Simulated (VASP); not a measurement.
Here is the system:

```
CELL_PARAMETERS angstrom
      4.88521     0.00000     0.00000
      0.00000     4.88521     0.00000
      0.00000     0.00000     3.30964
ATOMIC_POSITIONS crystal
  Mn 0.00000 0.00000 0.00000
  Mn 0.50000 0.50000 0.50000
  F  0.30407 0.30407 0.00000
  F  0.80407 0.19593 0.50000
  F  0.19593 0.80407 0.50000
  F  0.69593 0.69593 0.00000
```
Starting moments (μB, in the order of the record's atoms Mn Mn F F F F): -4.6 4.6 0.0 0.0 0.0 0.0.

Computed with TPSS meta-GGA, VASP's PBE PAW potentials (set 64) (plane waves; VASP). Numerical set-up: 520 eV cut-off, 5×5×8 Γ-centred mesh, tetrahedra with Blöchl corrections, potentials Mn_pv F.

The cores are frozen, which limits the accuracy of field gradients.

### Question
Give the principal components of the electric field gradient (V/Å²) and the asymmetry η at each nucleus.

### Answer

```
atom    Vxx    Vyy    Vzz     η
----  -----  -----  -----  ----
Mn1   -13.1  -11.0   24.1  0.09
Mn2   -13.1  -11.0   24.1  0.09
F3     47.0   18.1  -65.1  0.44
F4     47.0   18.1  -65.1  0.44
F5     47.0   18.1  -65.1  0.44
F6     47.0   18.1  -65.1  0.44
```

The compound is MnF2 in the rutile structure. It was relaxed first.
